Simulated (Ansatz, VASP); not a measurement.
# Cross-check of Mg (Magnesium) between VASP and Ansatz

Aim: how closely do two programs agree when they are given the same cell, functional and k mesh? The cell is taken from a series of runs on this material, whose earlier steps may have relaxed, scaled, displaced or heated it; both programs get it as it stands.

Calculated with Ansatz 0.2.0; plane waves, with VASP 6.6.1 beside it; PBEsol.

## 1. Set-up

It takes space group P6_3/mmc (No. 194, hexagonal). The conventional cell has a = 3.255 Å, b = 3.255 Å, c = 5.060 Å, α = 90.00°, β = 90.00°, γ = 120.00°. Nearest to Mg lie 12 Mg at 3.15 to 3.25 Å.

## 2. VASP: zone-centre phonons, PBEsol

Second derivatives magnify differences that forces hide, and they need a tight electronic threshold.

Lines of VASP's logs that name or quote its potential files are left out, and so is its time.

File INCAR:

```
SYSTEM = Mg
PREC = Accurate
ENCUT = 600
EDIFF = 1E-08
NELM = 120
ISMEAR = 1
SIGMA = 0.2
LREAL = .FALSE.
ALGO = Normal
GGA = PS
NBANDS = 8
LORBIT = 11
LWAVE = .FALSE.
LCHARG = .FALSE.
ISIF = 2
IBRION = 8
LASPH = .TRUE.
GGA_COMPAT = .FALSE.
KPAR = 2
```

File POSCAR:

```
Mg
1.0
    3.2546488941      0.0000000000      0.0000000000
   -1.6273244470      2.8186086227      0.0000000000
    0.0000000000      0.0000000000      5.0595880420
Mg
2
Direct
    0.3333333334      0.6666666668      0.2500000000
    0.6666666668      0.3333333334      0.7500000000
```

File KPOINTS:

```
Automatic mesh
0
Gamma
15 15 8
0 0 0
```

Potentials, in the order of the species: Mg (PBE family, release 64).

On the command line:

```
> mpirun -np 2 vasp_std
```

Numbers of over 12 decimals in the logs are rounded to 6 here.

The program printed:

```text
[banner, memory and clock lines left out]
running    2 mpi-ranks, on    1 nodes
 distrk:  each k-point on    1 cores,    2 groups
 distr:  one band on    1 cores,    1 groups

 POSCAR found type information on POSCAR Mg
 POSCAR found :  1 types and       2 ions
|                                                                             |
|               ----> ADVICE to this user running VASP <----                  |
|                                                                             |
|     You enforced a specific xc type in the INCAR file but a different       |
|     [... a line on the potential file left out ...]
|     I HOPE YOU KNOW WHAT YOU ARE DOING!                                     |
|                                                                             |

 LDA part: xc-table for (Slater+PW92), standard interpolation
 POSCAR, INCAR and KPOINTS ok, starting setup
 FFT: planning ... GRIDC
 FFT: planning ... GRID_SOFT
 FFT: planning ... GRID
 WAVECAR not read
 entering main loop
       N       E                     dE             d eps       ncg     rms          rms(c)
DAV:   1    -0.869933347964E+00   -0.86993E+00   -0.13699E+03  2160   0.391E+02
DAV:   2    -0.344388187879E+01   -0.25739E+01   -0.25081E+01  2896   0.224E+01
DAV:   3    -0.345889933788E+01   -0.15017E-01   -0.15007E-01  2984   0.227E+00
DAV:   4    -0.345894458920E+01   -0.45251E-04   -0.45251E-04  3120   0.104E-01
DAV:   5    -0.345894471207E+01   -0.12287E-06   -0.12277E-06  2864   0.352E-03    0.971E-01
DAV:   6    -0.344850179034E+01    0.10443E-01   -0.62705E-04  2592   0.187E-01    0.619E-01
DAV:   7    -0.343889450332E+01    0.96073E-02   -0.26440E-03  2344   0.343E-01    0.321E-02
DAV:   8    -0.343890038603E+01   -0.58827E-05   -0.17229E-05  3368   0.302E-02    0.649E-03
DAV:  10    -0.343889985291E+01    0.15460E-06   -0.39558E-09  3448   0.384E-04    0.137E-04
DAV:  11    -0.343889983816E+01    0.14748E-07   -0.23243E-10  1632   0.126E-04    0.102E-05
DAV:  12    -0.343889983722E+01    0.94525E-09   -0.28982E-12  1456   0.109E-05
   1 F= -.34388998E+01 E0= -.34384044E+01  d E =-.148624E-02
 Linear response reoptimize wavefunctions to high precision
DAV:   1    -0.343889983779E+01   -0.57055E-09   -0.39767E-13  1704   0.316E-06
DAV:   2    -0.343889983779E+01    0.00000E+00   -0.15287E-13  1400   0.957E-07
 Linear response DOF=           2
 Linear response progress:
  Degree of freedom:   1/  2
       N       E                     dE             d eps       ncg     rms          rms(c)
RMM:   1    -0.127917117190E-02   -0.12792E-02   -0.84978E-04 16475   0.174E-01
RMM:   2    -0.128555961802E-02   -0.63884E-05   -0.59939E-06 13963   0.144E-02    0.208E-02
RMM:   3    -0.126903502688E-02    0.16525E-04   -0.41930E-07 14467   0.638E-03    0.133E-02
RMM:   4    -0.126408461622E-02    0.49504E-05   -0.11069E-06 13995   0.104E-02    0.754E-04
RMM:   5    -0.126463036113E-02   -0.54574E-06   -0.11718E-08 14800   0.526E-04    0.963E-05
RMM:   6    -0.126470971491E-02   -0.79354E-07   -0.20325E-10 14785   0.776E-05    0.205E-05
RMM:   7    -0.126477316670E-02   -0.63452E-07    0.69326E-11 15500   0.174E-05    0.110E-06
RMM:   8    -0.126477434589E-02   -0.11792E-08   -0.11923E-10 14496   0.307E-06    0.408E-07
 first order change of Fermi-energy   0.15773E-06
 force on displaced ion       1 direction 1 :  -0.792   0.000   0.000
 Linear response progress:
  Degree of freedom:   2/  2
       N       E                     dE             d eps       ncg     rms          rms(c)
RMM:   1    -0.117950646988E-01   -0.11795E-01   -0.62570E-02  6919   0.291E-01
RMM:   2    -0.386845255004E-02    0.79266E-02   -0.83767E-04  4744   0.405E-02    0.292E-02
RMM:   3    -0.377945278714E-02    0.89000E-04    0.16375E-05  4744   0.133E-02    0.137E-02
RMM:   4    -0.381433563871E-02   -0.34883E-04   -0.13301E-06  4806   0.768E-03    0.519E-03
RMM:   5    -0.381428356198E-02    0.52077E-07   -0.53991E-07  4811   0.404E-03    0.273E-04
RMM:   6    -0.381454993807E-02   -0.26638E-06    0.15164E-06  4997   0.266E-04    0.154E-04
RMM:   7    -0.381491786687E-02   -0.36793E-06    0.16375E-07  5013   0.105E-04    0.496E-06
RMM:   8    -0.381495649276E-02   -0.38626E-07    0.44955E-08  5200   0.119E-05    0.171E-06
RMM:   9    -0.381495952565E-02   -0.30329E-08   -0.23796E-08  4877   0.353E-06    0.528E-07
 first order change of Fermi-energy   0.24189E-06
 force on displaced ion       1 direction 3 :  -0.000   0.000  -2.890
 Linear response finished
```

OUTCAR, selected parts (step 2):

```text
ion  position               nearest neighbor table
   1  0.333  0.667  0.250-   2 3.15   2 3.15   2 3.15   2 3.15   2 3.15   2 3.15
   2  0.667  0.333  0.750-   1 3.15   1 3.15   1 3.15   1 3.15   1 3.15   1 3.15

  LATTYP: Found a hexagonal cell.
 ALAT       =     3.2546488941
 C/A-ratio  =     1.5545726149

 Subroutine GETGRP returns: Found 24 space group operations
 (whereof 12 operations were pure point group operations)

The static configuration has the point symmetry D_3d.
 The point group associated with its full space group is D_6h.

 Found    135 irreducible k-points:

   k-points           NKPTS =    135   k-points in BZ     NKDIM =    135   number of bands    NBANDS=      8

   dimension x,y,z NGX =    28 NGY =   28 NGZ =   40
   dimension x,y,z NGXF=    56 NGYF=   56 NGZF=   80

   ENCUT  =  600.0 eV  44.10 Ry    6.64 a.u.   6.50  6.50 10.11*2*pi/ulx,y,z

   NELECT =       4.0000    total number of electrons

 k-points in reciprocal lattice and weights: Automatic mesh
   0.00000000  0.00000000  0.00000000       0.001
   0.06666667  0.00000000  0.00000000       0.003
   0.13333333 -0.00000000  0.00000000       0.003
   0.20000000 -0.00000000  0.00000000       0.003
   0.26666667 -0.00000000  0.00000000       0.003
   0.33333333  0.00000000  0.00000000       0.003
   0.40000000  0.00000000  0.00000000       0.003
   0.46666667 -0.00000000  0.00000000       0.003
   0.06666667  0.06666667  0.00000000       0.003
[...]
0.33333333  0.26666667  0.50000000       0.007
   0.33333333  0.33333333  0.50000000       0.001

 average (electrostatic) potential at core
       1 -39.0056       2 -39.0056

  Total       -0.4671535     -0.4671535     -0.0098164     -0.0000000      0.0000000      0.0000000
  in kB      -16.1256094    -16.1256094     -0.3388519     -0.0000000      0.0000000      0.0000000
  external PRESSURE =     -10.8633569 kB  Pullay stress =       0.0000000 kB

  energy-cutoff  :      600.00
  volume of cell :       46.41
      direct lattice vectors                 reciprocal lattice vectors
     3.254648894  0.000000000  0.000000000     0.307252804  0.177392489  0.000000000
    -1.627324447  2.818608623  0.000000000     0.000000000  0.354784979  0.000000000
     0.000000000  0.000000000  5.059588042     0.000000000  0.000000000  0.197644550

 POSITION                                       TOTAL-FORCE (eV/Angst)
 -----------------------------------------------------------------------------------
      0.00000      1.87907      1.26490         0.000000     -0.000000      0.000000
      1.62732      0.93954      3.79469        -0.000000      0.000000      0.000000
 -----------------------------------------------------------------------------------
    total drift:                                0.000000      0.000000     -0.000000

 Eigenvectors and eigenvalues of the dynamical matrix
 ----------------------------------------------------

   1 f  =    7.623994 THz    47.902966 2PiTHz  254.309059 cm-1    31.530291 meV
             X         Y         Z           dx          dy          dz
      0.000000  1.879072  1.264897     0.000000    0.000000   -0.707107
      1.627324  0.939536  3.794691    -0.000000    0.000000    0.707107

   2 f  =    3.991604 THz    25.079986 2PiTHz  133.145569 cm-1    16.507939 meV
             X         Y         Z           dx          dy          dz
      0.000000  1.879072  1.264897    -0.445825   -0.548853   -0.000000
      1.627324  0.939536  3.794691     0.445825    0.548853    0.000000

   3 f  =    3.991604 THz    25.079986 2PiTHz  133.145569 cm-1    16.507939 meV
             X         Y         Z           dx          dy          dz
      0.000000  1.879072  1.264897     0.548853   -0.445825    0.000000
      1.627324  0.939536  3.794691    -0.548853    0.445825    0.000000

   4 f  =    0.000000 THz     0.000000 2PiTHz    0.000002 cm-1     0.000000 meV
             X         Y         Z           dx          dy          dz
      0.000000  1.879072  1.264897     0.705992   -0.039695   -0.000000
      1.627324  0.939536  3.794691     0.705992   -0.039695    0.000000

   5 f  =    0.000000 THz     0.000000 2PiTHz    0.000000 cm-1     0.000000 meV
             X         Y         Z           dx          dy          dz
      0.000000  1.879072  1.264897    -0.000000    0.000000    0.707107
      1.627324  0.939536  3.794691     0.000000    0.000000    0.707107

   6 f/i=    0.000000 THz     0.000000 2PiTHz    0.000002 cm-1     0.000000 meV
             X         Y         Z           dx          dy          dz
      0.000000  1.879072  1.264897     0.039695    0.705992   -0.000000
      1.627324  0.939536  3.794691     0.039695    0.705992    0.000000

 ELASTIC MODULI CONTR FROM IONIC RELAXATION (kBar)
 Direction    XX          YY          ZZ          XY          YZ          ZX
 --------------------------------------------------------------------------------
 XX         -30.4915     30.4915      0.0000     -0.0000      0.0000      0.0000
 YY          30.4915    -30.4915     -0.0000     -0.0000     -0.0000     -0.0000
 ZZ           0.0000     -0.0000     -0.0000      0.0000      0.0000      0.0000
 XY          -0.0000     -0.0000      0.0000    -30.4915     -0.0000     -0.0000
 YZ           0.0000     -0.0000      0.0000     -0.0000     -0.0000     -0.0000
 ZX           0.0000     -0.0000      0.0000     -0.0000     -0.0000     -0.0000
 --------------------------------------------------------------------------------
```

## 3. Ansatz: zone-centre phonons, PBEsol

Ansatz runs on its PAW soft_1 files.

The same cell, functional, mesh and smearing now go to Ansatz, which takes its cutoff from its data sets.

File input.yaml:

```yaml
crystal:
  lattice:
    - [3.2546488941, 0.0, 0.0]
    - [-1.627324447, 2.8186086227, 0.0]
    - [0.0, 0.0, 5.059588042]
  atoms:
    - { symbol: Mg, position: [0.3333333333, 0.6666666667, 0.25] }
    - { symbol: Mg, position: [0.6666666667, 0.3333333333, 0.75] }
kpoints:
  mp_grid: { grid: [15, 15, 8] }
hamiltonian:
  xc: pbesol
  pseudopotentials: { kind: paw, azcp: { folder: soft_1 }, xc_functional: pbe }
scf:
  occupations: { method: methfessel_paxton, width: 0.2 }
output:
  eigenvalues: true
phonons:
  method: dfpt
```

On the command line:

```
> ansatz run input.yaml --threads 4 --pin off --max-ram 10240MiB --backend cpu --events-out ev --progress --plain --runs-dir out
```

The program printed:

```text
zone centre: on kpoints.mp_grid the ground state, and the responses unless they are solved on pairs of k-points, stand on 320 of the mesh's 1800 k-points, reduced under 4 symmetry operations, with k and −k counted as one. Each operation leaves every solved displacement unchanged or reverses it
Engine: ansatz 0.2.0, x86_64-unknown-linux-gnu
Pseudopotentials: kind: paw
Pseudopotential: Mg, paw, valence charge 10, recommended cutoff 420 eV (normal), soft_1/Mg.paw.azcp
Functional definition: PBEsol
  exchange = pbesol_x
  correlation = pbesol_c
Crystal: 2 atoms, lattice volume = 46.415 Å³
Basis set: ecut = 420 eV, 905 PW (Γ), exchange–correlation on 48×48×72 points (8 copies of the dense FFT grid, shifted against one another)
Bands: 14, of which v1, the nominal top of the filled ones, is band 10 counted from 1 (9 counted from 0)
Symmetry: 24 space group operations
k-points: 320 of 1800 (irreducible under 4 space group operations, time reversal used)
Non-local potential: Mg, projectors of the file, l = 0: 3, l = 1: 2, l = 2: 1
PAW form: soft (Blöchl's): semilocal exchange-correlation on the pseudo side does not see the compensation charge
PAW frozen core: Mg, regenerated for the run's functional, and the local potential with it (the file was generated under x = pbe(κ = 0.804, μ = 0.219515), c = pbe(β = 0.066725))
PAW one-centre angular grid: Mg, 110 points (default); XC on 64 Gauss nodes
Initial density: superposition of atomic densities (chi_scale 0.1, normalization cell)
Initial wavefunctions: pseudopotential atomic-orbital guess
Functional: x = pbesol(κ = 0.804, μ = 0.123457), c = pbesol(β = 0.046)
SCF iter   1: F=—  HF=-3824.125772 eV  |F-HF|=—  |Δ(HF+E_count)|=         —  Δρ=1.39e-2  dr2=1.19e-1  ethr=3.10e-3  ⟨swp⟩=5.0  Hψ=22118  notcnv=0
preconditioner: auto → none  [metal: Δε(μ)=0.082 eV  Ē_g=6.838 eV  σ=0.200 eV  W_gap=0.33  n_scr=8 (ndim 8)  ℏωp=10.9 eV  f_vac=0.000  D(μ)=0.88/eV (n_scr^D=2)  sad-step TF]
SCF iter   2: F=—  HF=-3824.114358 eV  |F-HF|=—  |Δ(HF+E_count)|=   1.14e-2  S|Δr|=    0.00e0  Δρ=9.72e-3  dr2=6.07e-2  ethr=5.97e-4  ⟨swp⟩=1.0  Hψ=7040  notcnv=0
SCF iter   3: F=—  HF=-3824.096325 eV  |F-HF|=—  |Δ(HF+E_count)|=   1.80e-2  S|Δr|=    0.00e0  Δρ=1.63e-3  dr2=1.65e-3  ethr=3.03e-4  ⟨swp⟩=1.2  Hψ=4540  notcnv=0
SCF iter   4: F=—  HF=-3824.096002 eV  |F-HF|=—  |Δ(HF+E_count)|=   3.23e-4  S|Δr|=    0.00e0  Δρ=1.19e-4  dr2=2.61e-6  ethr=8.23e-6  ⟨swp⟩=2.7  Hψ=7783  notcnv=0
SCF iter   5: F=—  HF=-3824.096001 eV  |F-HF|=—  |Δ(HF+E_count)|=   5.83e-7  S|Δr|=    0.00e0  Δρ=1.42e-5  dr2=2.64e-8  ethr=1.31e-8  ⟨swp⟩=2.0  Hψ=7767  notcnv=0
SCF iter   6: F=—  HF=-3824.096001 eV  |F-HF|=—  |Δ(HF+E_count)|=   1.82e-7  S|Δr|=    0.00e0  Δρ=2.34e-6  dr2=7.60e-10  ethr=1.32e-10  ⟨swp⟩=2.0  Hψ=7692  notcnv=0
SCF iter   7: F=-3824.096001 eV  HF=-3824.096001 eV  |F-HF|=5.46e-12  |Δ(HF+E_count)|=   1.55e-9  S|Δr|=    0.00e0  Δρ=1.29e-7  dr2=3.69e-12  ethr=1.00e-12  ⟨swp⟩=4.6  Hψ=23138  notcnv=0
SCF 1 converged in 7 iterations: F = -3824.096001 eV  dr2 = 3.69e-12
  greatest PAW one-centre occupation: 1.000 electrons in one spin orbital (limit 2), on the Mg atom at site 1 (counted from 0), in its partial waves of l = 0
DFPT response loops at Γ: preconditioner auto → Kerker (q_TF=auto, 2.371 Å⁻¹) (partly filled bands, converged f_vac=0.000); β = 1.00, the filter's whole step (`scf.mixing.beta` (0.50) is not read by the response loops under this deck's `scf.mixing.preconditioner`; to damp them name `kerker` or `kerker_dos`, under which they read `scf.mixing.beta`, and type it under 1.00, their step now; both keys bind the ground state too); Broyden in place of MSR1
SCF converged after 7 iterations
Stability not checked: this state was not tested for a lower state beside it, because cold or Methfessel-Paxton smearing, or corrected tetrahedra, fill the levels in a way that the test cannot read (fill_not_monotonic; see scf.lower_state_search)
Free energy (F): -3824.096001 eV
Harris-Foulkes:  -3824.096001 eV  (|F-HF|=5.46e-12)
Internal energy: -3824.094486 eV  (E = F + TS)
E sigma→0 (E₀):  -3824.095622 eV
Entropy (-TS):   -0.001515 eV (-0.758 meV/atom)
Fermi energy:    5.458005 eV
--- Per-component energies (eV) ---
  E_band       = -715.321907
  E_kinetic    = 138.171528
  E_local      = -3437.426172  (includes V_loc(G=0)·N_el)
  E_nonlocal   = 391.997631
  E_hartree    = 1172.063016
  E_xc         = -51.236910
  E_vxc        = -66.392707  (∫ρ·V_xc dr)
  E_paw        = -580.251321  (= ΣΔE_a)
  E_vpaw       = -85.797928  (= ΣTr[D̂ρ^β])
  E_aug_tail   = -0.000301  (compensation charges beyond the density's cutoff)
  E_ewald      = -1457.529680
  E_core_change = 0.117725  (= ΣΔE_core)
  E_smearing   = -0.001515  (= −TS)
  E_closure    = -0.000000  (closes the sum)
  Σ components = -3824.096001   (vs F -3824.096001, Δ=0.00e0)
--- Band table (eV; the first three rows and the last of 320) ---
  k-point 0: bands = [... 6 lower, -37.1190, -37.1163, -1.4049, 4.0451, 4.6391, 15.8740, 15.8740, 15.8831]
  k-point 1: bands = [... 6 lower, -37.1192, -37.1177, -1.3126, 2.9938, 5.8484, 15.9396, 15.9396, 15.9584]
  k-point 2: bands = [... 6 lower, -37.1198, -37.1198, -1.0362, 1.8548, 7.4609, 15.2145, 16.1324, 16.1324]
  k-point 319: bands = [... 6 lower, -37.1234, -37.1234, 3.0797, 3.0797, 7.8003, 7.8003, 9.1997, 9.1997]
--- Phonons (Γ-DFPT): 2 representative perturbations + reference, on 320 of 1800 k-points (Σ response iterations 6) ---
  k mesh reduced under 4 symmetry operations, with k and −k counted as one. Each operation leaves every solved displacement unchanged or reverses it
  ASR residual: 1.304e-4 → 0.000e0 eV/Å²; symmetrization residual: 1.929e-10 eV/Å²
  ASR residual per site (eV/Å²): 1.30e-4 1.30e-4
  Γ frequencies (cm⁻¹): 0.00 0.00 0.00 132.72 132.72 253.43
  non-analytic LO–TO correction: not included (Born effective charges unavailable; polar crystals: no LO–TO splitting at Γ)
```

The column dr2 measures how far the density is from self-consistency, as an energy; F and HF (Harris–Foulkes) agree once it is small.

## 4. Differences

Known differences besides the potentials themselves: the data sets hold 20 valence electrons in Ansatz (on its PAW soft_1 files) and 4 in VASP; the cutoff is 420 eV in Ansatz and 600 eV in VASP; Ansatz makes its cores anew for this functional, VASP keeps those of its PBE data sets. Total energies have different zeros and are not compared.

Both answers:

```csv
quantity,Ansatz,VASP,difference
optical mode 1 to 2 (cm⁻¹),132.7,133.1,-0.32 %
optical mode 3 (cm⁻¹),253.4,254.3,-0.35 %
```

Modes are paired by rising frequency, not by their patterns, so a pair may set unlike modes beside each other; they are those without the splitting of longitudinal modes.

## 5. Summary of results

```
r.m.s. difference of the optical zone-centre modes, each program's sorted by frequency (zone-centre phonons, PBEsol) : 0.62 cm⁻¹
```

What this shows: The r.m.s. difference of the optical zone-centre modes, each program's sorted by frequency is 0.62 cm⁻¹ (zone-centre phonons, PBEsol). The data sets hold unlike numbers of valence electrons (20 in Ansatz and 4 in VASP), so part of the differences may come from the potentials. Such differences can come from data sets, numerical settings and the points named under the comparisons, not from the functional's error against experiment.

[Lines on the potential files, build, host, timing and source positions are cut from VASP's logs without a mark.]

[Logs are printed without paths, hosts, clocks, repeated set-up lines and the standing remarks that a program may print on its own settings, such as how far it seeks lower states.]

[Hosts, paths, dates, database ids (printed as entryN), source tags and the programs' standing remarks are cut or masked in the printed files.]
